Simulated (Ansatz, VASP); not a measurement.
## SnSe2 in two plane-wave programs

One calculation is typed for both programs; each brings its own data sets and cutoff. How far apart do they land?

Method: plane waves, with VASP 6.6.1 beside it; relaxation of cell and atoms at PBE with D3(BJ), in Ansatz 0.2.0.

## 1. The structure

The structure is trigonal, space group P-3m1 (No. 164). The conventional cell has a = 3.811 Å, b = 3.811 Å, c = 6.136 Å, α = 90.00°, β = 90.00°, γ = 120.00°. Nearest to Sn lie 6 Se at 2.68 Å. Nearest to Se lie 3 Sn at 2.68 Å. Farther neighbours and most contacts between anions are not listed.

## 2. VASP: relaxation of cell and atoms, PBE with D3(BJ)

The relaxed volume is the usual yardstick between codes: its relative difference is about their pressure difference at one cell divided by the bulk modulus.

Lines of VASP's logs that name or quote its potential files are left out, and so is its time.

Contents of INCAR:

```
SYSTEM = SnSe2
PREC = Accurate
ENCUT = 520
EDIFF = 1E-06
NELM = 100
ISMEAR = -1
SIGMA = 0.05
LREAL = .FALSE.
ALGO = Normal
GGA = PE
IVDW = 12
NBANDS = 19
LORBIT = 11
LWAVE = .FALSE.
LCHARG = .FALSE.
KPAR = 2
IBRION = 2
NSW = 60
ISIF = 3
EDIFFG = -0.01
```

Contents of POSCAR:

```
SnSe2
1.0
    3.8110000000      0.0000000000      0.0000000000
   -1.9055000000      3.3004228138      0.0000000000
    0.0000000000      0.0000000000      6.1360000000
Sn Se
1 2
Direct
    0.0000000000      0.0000000000      0.0000000000
    0.3333333333      0.6666666667      0.2490000000
    0.6666666667      0.3333333333      0.7510000000
```

Contents of KPOINTS:

```
Automatic mesh
0
Gamma
8 8 5
0 0 0
```

The projector-augmented-wave data sets are Sn_d and Se (PBE family, release 64).

Run with:

```bash
$ mpirun -np 2 vasp_std
```

Numbers of over 12 decimals in the logs are rounded to 6 here.

The log of the run:

```text
[banner, memory and clock lines left out]
running    2 mpi-ranks, on    1 nodes
 distrk:  each k-point on    1 cores,    2 groups
 distr:  one band on    1 cores,    1 groups

 POSCAR found type information on POSCAR SnSe
 POSCAR found :  2 types and       3 ions
 LDA part: xc-table for (Slater+PW92), standard interpolation
 POSCAR, INCAR and KPOINTS ok, starting setup
 FFT: planning ... GRIDC
 FFT: planning ... GRID_SOFT
 FFT: planning ... GRID
 WAVECAR not read
 entering main loop
       N       E                     dE             d eps       ncg     rms          rms(c)
DAV:   1     0.204575036573E+03    0.20458E+03   -0.12193E+04  1549   0.154E+03
DAV:   2     0.107003983403E+02   -0.19387E+03   -0.18724E+03  1649   0.396E+02
DAV:   3    -0.112495129416E+02   -0.21950E+02   -0.21422E+02  1841   0.118E+02
DAV:   4    -0.120041217285E+02   -0.75461E+00   -0.75310E+00  1834   0.226E+01
DAV:   5    -0.120217259280E+02   -0.17604E-01   -0.17602E-01  2040   0.361E+00    0.524E+00
DAV:   6    -0.117643164722E+02    0.25741E+00   -0.51276E-01  2306   0.789E+00    0.337E+00
DAV:   7    -0.117431785675E+02    0.21138E-01   -0.17570E-01  1789   0.280E+00    0.997E-01
DAV:   8    -0.117428710352E+02    0.30753E-03   -0.13097E-02  1914   0.120E+00    0.288E-01
DAV:   9    -0.117433727108E+02   -0.50168E-03   -0.15625E-03  1682   0.307E-01    0.873E-02
DAV:  10    -0.117433827111E+02   -0.10000E-04   -0.11510E-04  2086   0.817E-02    0.346E-02
DAV:  11    -0.117434152123E+02   -0.32501E-04   -0.44971E-05  1625   0.389E-02    0.643E-03
DAV:  12    -0.117434161805E+02   -0.96818E-06   -0.22941E-06  1642   0.119E-02
   1 F= -.12826252E+02 E0= -.12826241E+02  d E =-.128263E+02
[... from here on, the cycles between the ionic steps are left out ...]
   2 F= -.12845902E+02 E0= -.12845817E+02  d E =-.196504E-01
   3 F= -.12877990E+02 E0= -.12877959E+02  d E =-.517377E-01
   4 F= -.12877989E+02 E0= -.12877960E+02  d E =-.517374E-01
   5 F= -.12881925E+02 E0= -.12881889E+02  d E =-.393522E-02
   6 F= -.12883862E+02 E0= -.12883814E+02  d E =-.587258E-02
   7 F= -.12883970E+02 E0= -.12883918E+02  d E =-.598055E-02
   8 F= -.12886004E+02 E0= -.12885949E+02  d E =-.203373E-02
   9 F= -.12890664E+02 E0= -.12890598E+02  d E =-.669428E-02
  10 F= -.12892981E+02 E0= -.12892807E+02  d E =-.901133E-02
  11 F= -.12893362E+02 E0= -.12893243E+02  d E =-.939242E-02
  12 F= -.12893441E+02 E0= -.12893311E+02  d E =-.785794E-04
  13 F= -.12894121E+02 E0= -.12893997E+02  d E =-.758385E-03
 curvature:  -0.79 expect dE=-0.298E-04 dE for cont linesearch -0.282E-06
 ZBRENT: interpolating
 opt :   0.6310  next Energy=   -12.894121 (dE=-0.759E-03)
 bond charge predicted
       N       E                     dE             d eps       ncg     rms          rms(c)
DAV:   1    -0.118015586374E+02   -0.17904E-03   -0.12323E-04  1960   0.143E-01    0.113E-02
DAV:   2    -0.118015555939E+02    0.30436E-05   -0.88518E-06  1800   0.419E-02    0.576E-03
DAV:   3    -0.118015543286E+02    0.12653E-05   -0.28056E-06  1225   0.243E-02    0.109E-03
DAV:   4    -0.118015541340E+02    0.19463E-06   -0.32099E-07   766   0.518E-03
  14 F= -.12894121E+02 E0= -.12893998E+02  d E =-.758637E-03
 curvature:  -0.79 expect dE=-0.250E-04 dE for cont linesearch -0.782E-07
 trial: gam=-0.00516 g(F)=  0.795E-05 g(S)=  0.235E-04 ort = 0.237E-04 (trialstep = 0.112E+01)
 search vector abs. value=  0.313E-04
 reached required accuracy - stopping structural energy minimisation
```

From OUTCAR (step 2):

```text
ion  position               nearest neighbor table
   1  0.000  0.000  0.000-   2 2.68   3 2.68   2 2.68   3 2.68   3 2.68   2 2.68
   2  0.333  0.667  0.249-   1 2.68   1 2.68   1 2.68
   3  0.667  0.333  0.751-   1 2.68   1 2.68   1 2.68

  LATTYP: Found a hexagonal cell.
 ALAT       =     3.8110000000
 C/A-ratio  =     1.6100760955

 Subroutine GETGRP returns: Found 12 space group operations
 (whereof 12 operations were pure point group operations)

The static configuration has the point symmetry D_3d.

 Found     40 irreducible k-points:

   k-points           NKPTS =     40   k-points in BZ     NKDIM =     40   number of bands    NBANDS=     19

   dimension x,y,z NGX =    28 NGY =   28 NGZ =   48
   dimension x,y,z NGXF=    56 NGYF=   56 NGZF=   96

   ENCUT  =  520.0 eV  38.22 Ry    6.18 a.u.   7.09  7.09 11.41*2*pi/ulx,y,z

   NELECT =      26.0000    total number of electrons

 k-points in reciprocal lattice and weights: Automatic mesh
   0.00000000  0.00000000  0.00000000       0.003
   0.12500000  0.00000000  0.00000000       0.019
   0.25000000  0.00000000  0.00000000       0.019
   0.37500000  0.00000000  0.00000000       0.019
   0.50000000  0.00000000  0.00000000       0.009
   0.12500000  0.12500000  0.00000000       0.019
   0.25000000  0.12500000  0.00000000       0.038
   0.37500000  0.12500000  0.00000000       0.038
   0.25000000  0.25000000  0.00000000       0.019
[...]
0.25000000  0.25000000  0.40000000       0.038
   0.37500000  0.25000000  0.40000000       0.038

 Edisp (eV)   -1.09274

 average (electrostatic) potential at core
       1-102.5737       2 -53.2933       3 -53.2933

 E-fermi :   4.6642

 k-point     1 :       0.0000    0.0000    0.0000
  band No.  band energies     occupation
    ...
      9       3.7163      2.00000
     10       3.7163      2.00000
     11       3.8774      2.00000
     12       3.8774      2.00000
     13       4.3203      1.99794
     14       5.1262      0.00019
     15       7.3524      0.00000
     16       8.9144      0.00000
     17       8.9145      0.00000
     18      12.5058      0.00000
    ...

 k-point     2 :       0.1250    0.0000    0.0000
  band No.  band energies     occupation
    ...
      9       2.2448      2.00000
     10       3.1159      2.00000
     11       3.1229      2.00000
     12       4.1803      1.99987
     13       4.4136      1.98677
     14       6.1929      0.00000
     15       7.9623      0.00000
     16       8.6061      0.00000
     17       9.1292      0.00000
     18      11.8808      0.00000
    ...

 k-point     3 :       0.2500    0.0000    0.0000
  band No.  band energies     occupation
    ...
      9       0.7788      2.00000
     10       1.9308      2.00000
     11       2.4269      2.00000
     12       4.0890      1.99998
     13       4.2103      1.99977
     14       6.2047      0.00000
     15       8.0957      0.00000
     16       9.3948      0.00000
     17       9.7297      0.00000
     18      10.6443      0.00000
    ...

 Edisp (eV)   -1.09257

  Total       0.02332     0.02332    -0.01928     0.00000     0.00000    -0.00000
  in kB       0.48727     0.48727    -0.40282     0.00000     0.00000    -0.00000
  external pressure =        0.19 kB  Pullay stress =        0.00 kB

  energy-cutoff  :      520.00
  volume of cell :       76.68
      direct lattice vectors                 reciprocal lattice vectors
     3.839813778 -0.000000000  0.000000000     0.260429296  0.150358924 -0.000000000
    -1.919906889  3.325376277  0.000000000     0.000000000  0.300717849 -0.000000000
    -0.000000000  0.000000000  6.005416366    -0.000000000 -0.000000000  0.166516348

 POSITION                                       TOTAL-FORCE (eV/Angst)
 -----------------------------------------------------------------------------------
      0.00000      0.00000      0.00000        -0.000000      0.000000      0.000000
     -0.00000      2.21692      1.59574         0.000000     -0.000000     -0.009079
      1.91991      1.10846      4.40967        -0.000000      0.000000      0.009079
 -----------------------------------------------------------------------------------
    total drift:                               -0.000000     -0.000000     -0.000000

  FREE ENERGIE OF THE ION-ELECTRON SYSTEM (eV)
  ---------------------------------------------------
  free  energy   TOTEN  =       -12.8941209950 eV

  energy  without entropy=      -12.8938741393  energy(sigma->0) =      -12.89399757

 reached required accuracy - stopping structural energy minimisation

 total charge
# of ion       s       p       d       tot
------------------------------------------
    1        1.067   1.003  10.090  12.160
    2        1.488   2.297   0.027   3.812
    3        1.488   2.297   0.027   3.812
--------------------------------------------------
tot          4.043   5.597  10.145  19.785

[... 3 further parts left out ...]
```

CONTCAR:

```
SnSe2
   1.00000000000000
     3.8398137777997667   -0.0000000000000000    0.0000000000000000
    -1.9199068888998834    3.3253762773531150    0.0000000000000000
    -0.0000000000000000    0.0000000000000001    6.0054163660695492
  Sn              Se
     1     2
Direct
     0.0000000000000000    0.0000000000000000    0.0000000000000000
     0.3333333332999970    0.6666666667000030    0.2657174370367029
     0.6666666667000030    0.3333333332999970    0.7342825629632972
```

## 3. Ansatz: relaxation of cell and atoms, PBE with D3(BJ)

Ansatz runs on its default PAW (the set named soft_2) files.

The same cell, functional, mesh and smearing now go to Ansatz, which takes its cutoff from its data sets.

Contents of input.yaml:

```yaml
crystal:
  lattice:
    - [3.811, 0.0, 0.0]
    - [-1.9055, 3.3004228138, 0.0]
    - [0.0, 0.0, 6.136]
  atoms:
    - { symbol: Sn, position: [0.0, 0.0, 0.0] }
    - { symbol: Se, position: [0.3333333333, 0.6666666667, 0.249] }
    - { symbol: Se, position: [0.6666666667, 0.3333333333, 0.751] }
hamiltonian:
  xc: pbe
  pseudopotentials: { kind: paw }
  dispersion: d3bj
kpoints:
  mp_grid: { grid: [8, 8, 5] }
scf:
  occupations: { method: fermi_dirac, width: 0.05 }
relax:
  f_tol: 0.01
  max_steps: 60
  cell: { stress_tol: 0.05 }
output:
  forces: true
  stress: true
```

Run with:

```bash
$ ansatz run input.yaml --threads 4 --pin off --max-ram 9216MiB --backend cpu --events-out ev --progress --plain --runs-dir out
```

The log of the run:

```text
Engine: ansatz 0.2.0, aarch64-unknown-linux-gnu
Pseudopotentials: kind: paw
Pseudopotential: Sn, paw, valence charge 14, recommended cutoff 420 eV (normal), Sn.paw.azcp
Pseudopotential: Se, paw, valence charge 16, recommended cutoff 420 eV (normal), Se.paw.azcp
Functional definition: PBE
  parameter kappa = 0.804
  parameter beta = 0.066725
  exchange = pbe_x(kappa = kappa, mu = beta*pi^2/3)
  correlation = pbe_c(beta = beta)
Crystal: 3 atoms, lattice volume = 77.178 Å³
Basis set: ecut = 420 eV, 1485 PW (Γ), exchange–correlation on 54×54×90 points (8 copies of the dense FFT grid, shifted against one another)
Bands: 28, of which v1, the nominal top of the filled ones, is band 23 counted from 1 (22 counted from 0)
Symmetry: 12 space group operations
Space group: P-3m1 (ITA 164), of the structure as read, at distance tolerance 4.3e-5 Å
k-points: 40 of 320
Non-local potential: Sn, projectors of the file, l = 0: 2, l = 1: 2, l = 2: 2, l = 3: 2
Non-local potential: Se, projectors of the file, l = 0: 2, l = 1: 2, l = 2: 3, l = 3: 1
PAW form: soft (Blöchl's): semilocal exchange-correlation on the pseudo side does not see the compensation charge
PAW one-centre angular grid: Sn, 590 points (default); XC on 64 Gauss nodes
PAW one-centre angular grid: Se, 590 points (default); XC on 64 Gauss nodes
Initial density: superposition of atomic densities (neutral atoms: chi_scale 0, normalization atom), corrected by the library's trained network
Initial wavefunctions: pseudopotential atomic-orbital guess
Functional: x = pbe(κ = 0.804, μ = 0.219515), c = pbe(β = 0.066725)
SCF iter   1: F=—  HF=-16964.357247 eV  |F-HF|=—  |Δ(HF+E_count)|=         —  Δρ=1.53e-3  dr2=2.65e-3  ethr=1.77e-3  ⟨swp⟩=6.5  Hψ=4978  notcnv=0
preconditioner: auto → Resta (q_TF=auto, 2.503 Å⁻¹)  ε∞=2.8  [insulator: Δε(μ)=0.828 eV  Ē_g=16.241 eV  σ=0.050 eV  W_gap=1.00  n_scr=22 (ndim 8)  ℏωp=21.6 eV  f_vac=0.080  D(μ)=0.00/eV (n_scr^D=0)  ε∞_Penn≈2.8]
SCF iter   2: F=—  HF=-16964.355960 eV  |F-HF|=—  |Δ(HF+E_count)|=   1.29e-3  Δρ=7.11e-4  dr2=2.41e-4  ethr=5.76e-6  ⟨swp⟩=2.5  Hψ=2302  notcnv=0  defer=2
SCF iter   3: F=—  HF=-16964.356054 eV  |F-HF|=—  |Δ(HF+E_count)|=   9.45e-5  Δρ=3.34e-4  dr2=4.44e-5  ethr=5.23e-7  ⟨swp⟩=2.0  Hψ=2022  notcnv=0  defer=2
SCF iter   4: F=—  HF=-16964.356090 eV  |F-HF|=—  |Δ(HF+E_count)|=   3.56e-5  Δρ=9.91e-5  dr2=4.56e-6  ethr=9.66e-8  ⟨swp⟩=2.0  Hψ=1422  notcnv=0  defer=2
SCF iter   5: F=—  HF=-16964.356095 eV  |F-HF|=—  |Δ(HF+E_count)|=   5.07e-6  Δρ=1.79e-5  dr2=2.52e-7  ethr=9.91e-9  ⟨swp⟩=2.0  Hψ=1422  notcnv=0  defer=2
SCF iter   6: F=-16964.356095 eV  HF=-16964.356095 eV  |F-HF|=2.31e-8  |Δ(HF+E_count)|=   3.02e-7  Δρ=5.87e-6  dr2=3.43e-8  ethr=2.17e-10  ⟨swp⟩=4.5  Hψ=4051  notcnv=0
SCF 1 converged in 6 iterations: F = -16964.356095 eV  dr2 = 3.43e-8
  greatest PAW one-centre occupation: 1.000 electrons in one spin orbital (limit 2), on the Se atom at site 2 (counted from 0), in its partial waves of l = 2
relax step   1: F+E_penalty+E_count = -16964.35609536 eV  Δ(F+E_penalty+E_count) = +0.000e0 eV  max|allowed force component| = 7.995e-1 eV/Å  Δτ_max = 0.0000 Å  P = +3.221 GPa  Ω = 77.178 Å³  (6 SCF iters, dr2 threshold 1.00e-7 eV, accepted)
[...]
relax step   2: F+E_penalty+E_count = -16964.27276437 eV  Δ(F+E_penalty+E_count) = +8.333e-2 eV  max|allowed force component| = 1.015e0 eV/Å  Δτ_max = 0.1948 Å  P = -3.177 GPa  Ω = 77.488 Å³  energy of the carried Pulay correction = -7.466e-5 eV  (6 SCF iters, dr2 threshold 3.00e-7 eV, rejected (line search))
[...]
relax step   3: F+E_penalty+E_count = -16964.41912560 eV  Δ(F+E_penalty+E_count) = -6.303e-2 eV  max|allowed force component| = 9.416e-2 eV/Å  Δτ_max = 0.0941 Å  P = -0.438 GPa  Ω = 77.439 Å³  energy of the carried Pulay correction = -6.289e-5 eV  (10 SCF iters, accepted)
[...]
relax step   4: F+E_penalty+E_count = -16964.42080064 eV  Δ(F+E_penalty+E_count) = -1.675e-3 eV  max|allowed force component| = 1.076e-2 eV/Å  Δτ_max = 0.0008 Å  P = -0.007 GPa  Ω = 76.907 Å³  energy of the carried Pulay correction = +6.546e-5 eV  (4 SCF iters, dr2 threshold 3.00e-7 eV, accepted)
[...]
relax step   5: F+E_penalty+E_count = -16964.42097261 eV  Δ(F+E_penalty+E_count) = -1.720e-4 eV  max|allowed force component| = 5.157e-3 eV/Å  Δτ_max = 0.0018 Å  P = +0.028 GPa  Ω = 76.803 Å³  energy of the carried Pulay correction = +9.071e-5 eV  (4 SCF iters, dr2 threshold 5.97e-8 eV, accepted)
[...]
relax step   6: F+E_penalty+E_count = -16964.42091022 eV  Δ(F+E_penalty+E_count) = +6.239e-5 eV  max|allowed force component| = 5.196e-3 eV/Å  Δτ_max = 0.0000 Å  P = +0.024 GPa  Ω = 76.803 Å³  stress off target by 3.79e-2 GPa  SCF on the basis re-selected at this cell (its energy is not comparable with the rows above)  (6 SCF iters)
basis re-selected at this cell: Δ(F+E_penalty+E_count) = +6.239e-5 eV, ΔP = -0.005 GPa vs the last step (what re-selecting the basis moved, of the pressure what is left beyond the Pulay correction that the steps carried, after the strain that the cell walked since its last selection, with what the two solves' SCF thresholds leave and, on support functions, any second-order correction that the steps lacked; it is no m [...]
SCF converged after 6 iterations
Free energy (F): -16964.420910 eV
Harris-Foulkes:  -16964.420910 eV  (|F-HF|=1.46e-11)
Internal energy: -16964.420710 eV  (E = F + TS)
E sigma→0 (E₀):  -16964.420810 eV
Entropy (-TS):   -0.000201 eV (-0.067 meV/atom)
Fermi energy:    8.607718 eV
--- Per-component energies (eV) ---
  E_band       = -852.517997
  E_kinetic    = 424.436535
  E_local      = -5868.678625  (includes V_loc(G=0)·N_el)
  E_nonlocal   = -1222.353484
  E_hartree    = 3014.989964
  E_xc         = -589.721493
  E_vxc        = -291.170595  (∫ρ·V_xc dr)
  E_paw        = -7963.611419  (= ΣΔE_a)
  E_vpaw       = 75.269480  (= ΣTr[D̂ρ^β])
  E_aug_tail   = -0.001203  (compensation charges beyond the density's cutoff)
  E_ewald      = -4758.390059
  E_disp       = -1.090927  (pairwise vdW)
  E_smearing   = -0.000201  (= −TS)
  E_closure    = 0.000000  (closes the sum)
  Σ components = -16964.420910   (vs F -16964.420910, Δ=0.00e0)
--- Forces (eV/Å), atoms counted from 1 ---
  atom   1  Sn     0.00000000     0.00000000     0.00000000
  atom   2  Se    -0.00000000     0.00000000     0.00519595
  atom   3  Se     0.00000000    -0.00000000    -0.00519595
  max |Σ_I F_I| component: 8.67e-19 eV/Å
--- Stress (GPa, compression-positive) ---
        0.037906       0.000000       0.000000
       -0.000000       0.037906       0.000000
        0.000000       0.000000      -0.004937
  P = ⅓ Tr σ = 0.0236 GPa (0.236 kbar)
--- Relaxed structure (5 steps of the walk, 4 accepted, 1 SCFs on fresh bases) ---
  F+E_penalty+E_count = -16964.42091022 eV   max|allowed force component| = 5.196e-3 eV/Å   (the final SCF, on the basis selected at the relaxed cell)
  cell:  # Å, volume = 76.8026 Å³
    - [3.839064, 0, -5.861102551418672e-18]
    - [-1.919532, 3.324727, 2.9305512757093393e-18]
    - [-9.436821111421547e-18, 0, 6.017203]
  atoms:
    - { symbol: Sn, position: [0, 0, 0] }
    - { symbol: Se, position: [0.333333, 0.666667, 0.264765] }
    - { symbol: Se, position: [0.666667, 0.333333, 0.735235] }
```

Wall time 6.7 s (4 threads of Arm Neoverse V2, shared host); peak memory 0.44 GiB; 25 s of CPU time.

## 4. Comparison

Known differences besides the potentials themselves: both relaxations stop at a tolerance, which leaves soft axes loose, and VASP keeps its plane-wave basis; the data sets hold 46 valence electrons in Ansatz (default PAW (the set named soft_2) files) and 26 in VASP; the cutoff is 420 eV in Ansatz and 520 eV in VASP; VASP leaves aspherical gradient terms in its spheres out (LASPH is not set), Ansatz keeps them; Ansatz adds a Pulay correction to the stress that steers its cell, VASP none. Total energies have different zeros and are not compared.

Both answers:

```tsv
quantity	Ansatz	VASP	difference
volume (Å³)	76.80	76.68	+0.16 %
edge a after relaxation, in the typed setting (Å)	3.839	3.840	-0.02 %
edge c after relaxation, in the typed setting (Å)	6.017	6.005	+0.20 %
```

The walks stopped with 0.02 GPa left in Ansatz and 0.02 GPa in VASP; each walk ends within a tolerance, so the volume difference is uncertain by about these residues over the bulk modulus, most in soft cells.

## 5. Summary of results

- difference in edge c after relaxation, in the typed setting (relaxation of cell and atoms, PBE with D3(BJ)): 0.20 %

What this shows: The difference in edge c after relaxation, in the typed setting is 0.20 % (relaxation of cell and atoms, PBE with D3(BJ)), within the 1.2 % picked in this series as the mark of a large difference, as far as the stopping tolerances let one tell. Such differences can come from data sets, numerical settings and the points named under the comparisons, not from the functional's error against experiment.

[Lines on the potential files, build, host, timing and source positions are cut from VASP's logs without a mark.]

[Logs are printed without paths, hosts, clocks, repeated set-up lines and the standing remarks that a program may print on its own settings, such as how far it seeks lower states.]

[Hosts, paths, dates, database ids (printed as entryN), source tags and the programs' standing remarks are cut or masked in the printed files.]
